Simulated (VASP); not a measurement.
# Cs3Pt (Pm-3m) in VASP: a series of runs

One crystal, Cs3Pt, is run at these levels: PBEsol; tasks: single point.

Everything below comes from runs of VASP 6.6.1. Logs are shortened: lines on timing, memory, paths and dates and some standing lists are left out, and cuts for length are marked.

**1. The structure**

It takes space group Pm-3m (No. 221, cubic). Conventional cell: a = 5.778 Å, b = 5.778 Å, c = 5.778 Å, α = 90.00°, β = 90.00°, γ = 90.00°. Pt (site symmetry m-3m) is surrounded by 12 Cs at 4.09 Å. Cs (site symmetry 4/mmm) has 4 Pt at 4.09 Å and 8 Cs at 4.09 Å as nearest neighbours.

The cell comes from a database or a generator and needn't be the stable form of this composition.

**2. Single point, PBEsol**

INCAR

```
SYSTEM = Cs3Pt
PREC = Accurate
ENCUT = 520
EDIFF = 1E-6
ISMEAR = 0
SIGMA = 0.05
LREAL = .False.
LASPH = .True.
NELM = 60
ALGO = Fast
ISIF = 2
LWAVE = .False.
LCHARG = .True.
GGA = PS
LELF = .True.
LVHAR = .True.
```

KPOINTS

```
regular mesh
0
Gamma
  5 5 5
  0 0 0
```

POSCAR

```
Cs3Pt
5.7777
    0.999991865275      0.000000000000      0.000000000000
    0.000000000000      0.999991865275      0.000000000000
    0.000000000000      0.000000000000      0.999991865275
Pt Cs
1 3
Direct
    0.5000000000      0.5000000000      0.5000000000
    0.5000000000      0.0000000000      0.0000000000
    0.0000000000      0.5000000000      0.0000000000
    0.0000000000      0.0000000000      0.5000000000
```

Potentials or basis: VASP PAW PBE potentials, release 64 (Pt, Cs_sv).

Command:

```sh
cat potpaw_PBE.64/Pt/POTCAR potpaw_PBE.64/Cs_sv/POTCAR > POTCAR
mpirun -np 1 vasp_std > vasp.out
```

OUTCAR:

```text
SYSTEM = Cs3Pt
   PREC = Accurate
   ENCUT = 520
   EDIFF = 1E-6
   ISMEAR = 0
   LREAL = .False.
   LASPH = .True.
   NELM = 60
   ISIF = 2
   GGA = PS

 ion  position               nearest neighbor table
   1  0.500  0.500  0.500-
   2  0.500  0.000  0.000-
   3  0.000  0.500  0.000-
   4  0.000  0.000  0.500-

  LATTYP: Found a simple cubic cell.
 ALAT       =     5.7776530000

  Lattice vectors:

 A1 = (   5.7776530000,   0.0000000000,   0.0000000000)
 A2 = (   0.0000000000,   5.7776530000,   0.0000000000)
 A3 = (   0.0000000000,   0.0000000000,   5.7776530000)

Analysis of symmetry for initial positions (statically):
=====================================================================
 Subroutine PRICEL returns:
 Original cell was already a primitive cell.

 Routine SETGRP: Setting up the symmetry group for a
 simple cubic supercell.

 Subroutine GETGRP returns: Found 48 space group operations
 (whereof 48 operations were pure point group operations)
 out of a pool of 48 trial point group operations.

The static configuration has the point symmetry O_h .

Analysis of symmetry for dynamics (positions and initial velocities):
=====================================================================
 Subroutine PRICEL returns:
 Original cell was already a primitive cell.

 Routine SETGRP: Setting up the symmetry group for a
 simple cubic supercell.

 Subroutine GETGRP returns: Found 48 space group operations
 (whereof 48 operations were pure point group operations)
 out of a pool of 48 trial point group operations.

The dynamic configuration has the point symmetry O_h .

 Subroutine INISYM returns: Found 48 space group operations
 (whereof 48 operations are pure point group operations),
 and found     1 'primitive' translations

----------------------------------------------------------------------------------------

                                     Primitive cell

  volume of cell :     192.8654

  direct lattice vectors                    reciprocal lattice vectors
     5.777653000  0.000000000  0.000000000     0.173080661  0.000000000  0.000000000
     0.000000000  5.777653000  0.000000000     0.000000000  0.173080661  0.000000000
     0.000000000  0.000000000  5.777653000     0.000000000  0.000000000  0.173080661

  length of vectors
     5.777653000  5.777653000  5.777653000     0.173080661  0.173080661  0.173080661

  position of ions in fractional coordinates (direct lattice)
     0.500000000  0.500000000  0.500000000
     0.500000000  0.000000000  0.000000000
     0.000000000  0.500000000  0.000000000
     0.000000000  0.000000000  0.500000000

  ion indices of the primitive-cell ions
   primitive index   ion index
                 1           1
                 2           2
                 3           3
                 4           4

----------------------------------------------------------------------------------------

 KPOINTS: regular mesh

Automatic generation of k-mesh.
 Grid dimensions read from file:
 generate k-points for:    5    5    5

 Generating k-lattice:

  Cartesian coordinates                     Fractional coordinates (reciprocal lattice)
     0.034616132  0.000000000  0.000000000     0.200000000  0.000000000  0.000000000
     0.000000000  0.034616132  0.000000000     0.000000000  0.200000000  0.000000000
     0.000000000  0.000000000  0.034616132     0.000000000  0.000000000  0.200000000

  Length of vectors
     0.034616132  0.034616132  0.034616132

  Shift w.r.t. Gamma in fractional coordinates (k-lattice)
     0.000000000  0.000000000  0.000000000

 Subroutine IBZKPT returns following result:
 ===========================================

 Found     10 irreducible k-points:

 Following reciprocal coordinates:
            Coordinates               Weight
  0.000000  0.000000  0.000000      1.000000
  0.200000  0.000000  0.000000      6.000000
  0.400000  0.000000  0.000000      6.000000
  0.200000  0.200000  0.000000     12.000000
  0.400000  0.200000  0.000000     24.000000
  0.400000  0.400000  0.000000     12.000000
  0.200000  0.200000  0.200000      8.000000
  0.400000  0.200000  0.200000     24.000000
  0.400000  0.400000  0.200000     24.000000
  0.400000  0.400000  0.400000      8.000000
   k-points           NKPTS =     10   k-points in BZ     NKDIM =     10   number of bands    NBANDS=     22
   number of dos      NEDOS =    301   number of ions     NIONS =      4
   total plane-waves  NPLWV = 110592
   dimension x,y,z NGX =    48 NGY =   48 NGZ =   48
   dimension x,y,z NGXF=    96 NGYF=   96 NGZF=   96
   ions per type =               1   3
   NGX,Y,Z   is equivalent  to a cutoff of  13.81, 13.81, 13.81 a.u.
   NGXF,Y,Z  is equivalent  to a cutoff of  27.62, 27.62, 27.62 a.u.
 SYSTEM =  Cs3Pt
   PREC   = accura    normal or accurate (medium, high low for compatibility)
   ISTART =      0    job   : 0-new  1-cont  2-samecut
   ICHARG =      2    charge: 1-file 2-atom 10-const
   ISPIN  =      1    spin polarized calculation?
   LNONCOLLINEAR =      F non collinear calculations
   LSORBIT =      F    spin-orbit coupling
   LASPH  =      T    aspherical Exc in radial PAW
   ENCUT  =  520.0 eV  38.22 Ry    6.18 a.u.  10.74 10.74 10.74*2*pi/ulx,y,z
   NELM   =     60;   NELMIN=  2; NELMDL= -5     # of ELM steps
   EDIFF  = 0.1E-05   stopping-criterion for ELM
   LREAL  =      F    real-space projection
   EDIFFG = 0.1E-04   stopping-criterion for IOM
   NSW    =      0    number of steps for IOM
   IBRION =     -1    ionic relax: 0-MD 1-quasi-New 2-CG
   NFREE  =      0    steps in history (QN), initial steepest desc. (CG)
   ISIF   =      2    stress and relaxation
   ISYM   =      2    0-nonsym 1-usesym 2-fastsym
   POTIM  = 0.5000    time-step for ionic-motion
   TEBEG  =    0.0;   TEEND  =   0.0 temperature during run
   PSTRESS=    0.0 pullay stress
   NELECT =      37.0000    total number of electrons
   NUPDOWN=      -1.0000    fix difference up-down
   EMIN   =  10.00;   EMAX   =-10.00  energy-range for DOS
   EFERMI =   0.00;   METHOD = LEGACY
   ISMEAR =     0;   SIGMA  =   0.05  broadening in eV -4-tet -1-fermi 0-gaus
   EFERMI_NEDOS =   21; number of points for ismear=-14 and -15
   IALGO  =     68    algorithm
   IMIX   =      4    mixing-type and parameters
     AMIX     =   0.40;   BMIX     =  1.00
     AMIX_MAG =   1.60;   BMIX_MAG =  1.00
  volume/ion in A,a.u.               =      48.22       325.38
  Fermi-wavevector in a.u.,A,eV,Ry     =   0.944185  1.784252 12.129405  0.891486
  Thomas-Fermi vector in A             =   2.071966
   LORBIT       =      0    0 simple, 1 ext, 2 COOP (PROOUT), +10 PAW based schemes
   GGA     = PS    functional components
   LHFCALC =     F    Hartree Fock is set to
   AEXX    =    0.0000 exact exchange contribution
   IVDW    =     0    specifies the selected vdW correction
   LEPSILON=     F    determine dielectric tensor
   LRPA    =     F    only Hartree local field effects (RPA)
 non-spin polarized calculation
 RMM-DIIS sequential band-by-band and
 Gauss-broadening in eV      SIGMA  =   0.05
  energy-cutoff  :      520.00
  volume of cell :      192.87
 maximum number of plane-waves:      5220
 NGX is ok and might be reduce to    48
   NGX = 21   NGY = 21   NGZ = 21

 number of electron      37.0000008 magnetization

 Free energy of the ion-electron system (eV)
  ---------------------------------------------------
  ext. energy  EPLUGINS =         0.00000000
  ---------------------------------------------------
  free energy    TOTEN  =        -8.65611532 eV

  energy without entropy =       -8.65116691  energy(sigma->0) =       -8.65364112

 E-fermi :   2.6529     XC(G=0):  -8.0682

 val. band max:        2.5799578172   @ k =   0.4000   0.2000   0.0000
 cond. band min:       2.6768641266   @ k =   0.4000   0.2000   0.2000
 fundamental gap:      0.0969063094
 Fermi energy:         2.6528777583

 k-point     1 :       0.0000    0.0000    0.0000
  band No.  band energies     occupation
      1     -20.9351      2.00000
      2     -20.7047      2.00000
      3     -20.7047      2.00000
      4      -8.2248      2.00000
      5      -8.2248      2.00000
      6      -8.2248      2.00000
[... 14 lines left out ...]
     21       4.3728      0.00000
     22       4.4141      0.00000

 k-point     2 :       0.2000    0.0000    0.0000
  band No.  band energies     occupation
      1     -20.9161      2.00000
      2     -20.7243      2.00000
      3     -20.7043      2.00000
      4      -8.1741      2.00000
      5      -8.1741      2.00000
      6      -8.1497      2.00000
[... 14 lines left out ...]
     21       4.2498      0.00000
     22       4.2802      0.00000

 k-point     3 :       0.4000    0.0000    0.0000
  band No.  band energies     occupation
      1     -20.8717      2.00000
      2     -20.7696      2.00000
      3     -20.7038      2.00000
      4      -8.0688      2.00000
      5      -8.0688      2.00000
      6      -7.9329      2.00000
[... 14 lines left out ...]
     21       4.2325      0.00000
     22       4.2325      0.00000

 k-point     4 :       0.2000    0.2000    0.0000
  band No.  band energies     occupation
      1     -20.8985      2.00000
      2     -20.7313      2.00000
      3     -20.7149      2.00000
      4      -8.2334      2.00000
      5      -8.1212      2.00000
      6      -7.9881      2.00000
[... 14 lines left out ...]
     21       3.9618      0.00000
     22       4.0804      0.00000

 k-point     5 :       0.4000    0.2000    0.0000
  band No.  band energies     occupation
      1     -20.8567      2.00000
      2     -20.7696      2.00000
      3     -20.7184      2.00000
      4      -8.1880      2.00000
      5      -8.0085      2.00000
      6      -7.8615      2.00000
[... 67 lines left out ...]
 k-point     8 :       0.4000    0.2000    0.2000
  band No.  band energies     occupation
      1     -20.8440      2.00000
      2     -20.7695      2.00000
      3     -20.7303      2.00000
      4      -8.3455      2.00000
      5      -7.8952      2.00000
      6      -7.8703      2.00000
[... 14 lines left out ...]
     21       3.5890      0.00000
     22       4.4458      0.00000

 k-point     9 :       0.4000    0.4000    0.2000
  band No.  band energies     occupation
      1     -20.8122      2.00000
      2     -20.7733      2.00000
      3     -20.7568      2.00000
      4      -8.4639      2.00000
      5      -8.0303      2.00000
      6      -7.8573      2.00000
[... 14 lines left out ...]
     21       3.8564      0.00000
     22       4.3168      0.00000

 k-point    10 :       0.4000    0.4000    0.4000
  band No.  band energies     occupation
      1     -20.7949      2.00000
      2     -20.7726      2.00000
      3     -20.7726      2.00000
      4      -8.6462      2.00000
      5      -8.0281      2.00000
      6      -8.0127      2.00000
[... 14 lines left out ...]
     21       3.8030      0.00000
     22       4.4506      0.00000

------------------------ aborting loop because EDIFF is reached ----------------------------------------

  FORCE on cell =-STRESS in cart. coord.  units (eV):
  Direction    XX          YY          ZZ          XY          YZ          ZX
  --------------------------------------------------------------------------------------
  -------------------------------------------------------------------------------------
  Total       -1.5852204     -1.5852204     -1.5852204      0.0000000     -0.0000000      0.0000000
  in kB      -13.1687899    -13.1687899    -13.1687899      0.0000000     -0.0000000      0.0000000
  external PRESSURE =     -13.1687899 kB  Pullay stress =       0.0000000 kB

 VOLUME and BASIS-vectors are now :
 -----------------------------------------------------------------------------
  energy-cutoff  :      520.00
  volume of cell :      192.87
      direct lattice vectors                 reciprocal lattice vectors
     5.777653000  0.000000000  0.000000000     0.173080661  0.000000000  0.000000000
     0.000000000  5.777653000  0.000000000     0.000000000  0.173080661  0.000000000
     0.000000000  0.000000000  5.777653000     0.000000000  0.000000000  0.173080661

 POSITION                                       TOTAL-FORCE (eV/Angst)
 -----------------------------------------------------------------------------------
      2.88883      2.88883      2.88883         0.000000      0.000000      0.000000
      2.88883      0.00000      0.00000         0.000000      0.000000      0.000000
      0.00000      2.88883      0.00000         0.000000      0.000000      0.000000
      0.00000      0.00000      2.88883         0.000000      0.000000      0.000000
 -----------------------------------------------------------------------------------
    total drift:                                0.000000     -0.000000      0.000000

  FREE ENERGIE OF THE ION-ELECTRON SYSTEM (eV)
  ---------------------------------------------------
  free  energy   TOTEN  =        -8.6561153182 eV

  energy  without entropy=       -8.6511669149  energy(sigma->0) =       -8.65364112
```

Run time: 35 s. Hardware: 1 thread of Intel Xeon 6975P-C (Granite Rapids), shared host; peak memory 0.33 GiB.

Results:

| Item | Value |
| --- | --- |
| Free energy | -8.6561 eV |
| Pressure | -1.3 GPa |
| Band gap on the k mesh | none (metal or under the smearing width) |

Levels at points of the mesh, in eV from the Fermi level:
| k point | band 16 | band 17 | band 18 | band 19 | band 20 | band 21 | band 22 |
| --- | --- | --- | --- | --- | --- | --- | --- |
| (0.00, 0.00, 0.00) | -1.30 | -1.30 | -1.30 | -1.04 | 1.55 | 1.72 | 1.76 |

Caveat: the PAW data sets were made with another functional, which shifts forces and pressure a little. Spin-orbit coupling is left out, which matters for the levels of Cs, Pt.

**3. Single point, PBEsol**

run.py

```python
from ase.calculators.vasp import Vasp
from ase.dft.bandgap import bandgap
from ase.io import read

atoms = read('POSCAR')
calc = Vasp(
    directory='calc',
    xc='pbesol',
    pp='PBE',
    setups='materialsproject',
    prec='Accurate',
    encut=520,
    ediff=1e-07,
    ismear=0,
    sigma=0.05,
    lreal=False,
    lasph=True,
    nelm=60,
    algo='Fast',
    isif=2,
    lwave=False,
    lcharg=False,
    kpts=[5, 5, 5],
    gamma=True,
)
atoms.calc = calc

print('energy (eV):', atoms.get_potential_energy())
print('free energy (eV):', atoms.get_potential_energy(force_consistent=True))
print('forces (eV/A):')
print(atoms.get_forces())
print('stress (eV/A^3, Voigt):', atoms.get_stress())
print('Fermi level (eV):', calc.get_fermi_level())
gap, top, bottom = bandgap(calc)
print('band gap (eV):', gap, 'from (spin, k, band)', top, 'to', bottom)
```

POSCAR

```
Cs3Pt
1.0
    5.7776530000      0.0000000000      0.0000000000
    0.0000000000      5.7776530000      0.0000000000
    0.0000000000      0.0000000000      5.7776530000
Pt Cs
1 3
Direct
    0.5000000000      0.5000000000      0.5000000000
    0.5000000000      0.0000000000      0.0000000000
    0.0000000000      0.5000000000      0.0000000000
    0.0000000000      0.0000000000      0.5000000000
```

Potentials or basis: VASP PAW PBE potentials, release 64 (Pt, Cs_sv).

Command:

```sh
python run.py
```

Run time: 42 s. Hardware: 1 thread of Intel Xeon 6975P-C (Granite Rapids), shared host; peak memory 0.33 GiB.

Results (log left out):

```
Free energy            : -8.6561 eV
Pressure               : -1.3 GPa
Band gap on the k mesh : none (metal or under the smearing width)
```

Levels at points of the mesh, in eV from the Fermi level:
| k point | band 15 | band 16 | band 17 | band 18 | band 19 | band 20 | band 21 | band 22 |
| --- | --- | --- | --- | --- | --- | --- | --- | --- |
| (0.00, 0.00, 0.00) | -1.44 | -1.30 | -1.30 | -1.30 | -1.04 | 1.55 | 1.72 | 1.76 |

Caveat: the PAW data sets were made with another functional, which shifts forces and pressure a little. Spin-orbit coupling is left out, which matters for the levels of Cs, Pt.

**4. The reference run**

An earlier run on the cell as given: functional PBE; potentials or basis VASP PAW PBE potentials, release 64 (Pt, Cs_sv); cutoff 520 eV; k mesh 5 × 5 × 5; occupations fermi-dirac, width 0.05 eV; no spin polarisation.

- Pressure: -0.2 GPa
- Band gap on the k mesh: none (metal or under the smearing width)
